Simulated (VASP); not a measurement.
Consider the following.

```yaml
crystal:
  lattice:
    - [4.38756, 0.00000, 0.00000]
    - [-2.19378, 3.79974, 0.00000]
    - [0.00000, 0.00000, 7.52016]
  atoms:
    - { symbol: Ba, position: [0.00000, 0.00000, 0.00000] }
    - { symbol: Mg, position: [0.66667, 0.33333, 0.37572] }
    - { symbol: Mg, position: [0.33333, 0.66667, 0.62428] }
    - { symbol: As, position: [0.66667, 0.33333, 0.73049] }
    - { symbol: As, position: [0.33333, 0.66667, 0.26951] }
```

The numbers are results of PBEsol GGA, VASP's PBE PAW potentials (set 64) (plane waves; VASP), not measurements. Numerical set-up: 480 eV cut-off, 6×6×4 Γ-centred mesh, Gaussian smearing of 0.050 eV, potentials Ba_sv Mg As.

**Question.** Predict the energy per atom (σ→0), pressure.

**Answer.** 
The energy per atom (σ→0) comes out as -394.3 kJ/mol-atom and the pressure is 32.8 kbar.

The absolute energy has meaning only against runs of the same code, potentials and settings.

The structure comes from a computed database's BaMg2As2 entry (P-3m1); how it stands against other phases isn't given here. This cell was strained or had an atom moved on purpose. Symmetry was kept, so distortions that lower it aren't found.
